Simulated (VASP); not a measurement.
Data:

```yaml
crystal:
  lattice:
    - [0.00000, 3.48179, 3.48179]
    - [3.48179, 0.00000, 3.48179]
    - [3.48179, 3.48179, 0.00000]
  atoms:
    - { symbol: Sr, position: [0.00000, 0.00000, 0.00000] }
    - { symbol: Cl, position: [0.25000, 0.25000, 0.25000] }
    - { symbol: Cl, position: [0.75000, 0.75000, 0.75000] }
```

Level of theory: PBE GGA with D3 dispersion (Becke-Johnson damping), VASP's PBE PAW potentials (set 64) (plane waves; VASP 6.6.1). Numerical set-up: 520 eV cut-off, 6×6×6 Γ-centred mesh, tetrahedra with Blöchl corrections, potentials Sr_sv Cl.

### Question
Estimate the energy per atom (σ→0), band gap (on the k-mesh) with the smallest direct gap where there is one.

### Answer

```
Item                                             Result
-----------------------------------  ------------------
band gap (on the k-mesh)                        5.36 eV
smallest direct gap (on the k-mesh)             5.50 eV
energy per atom (σ→0)                -432.5 kJ/mol-atom
```

Total energies compare only between runs with the same potentials, cut-off and functional.

The compound is SrCl2 in the fluorite structure. It was relaxed first.
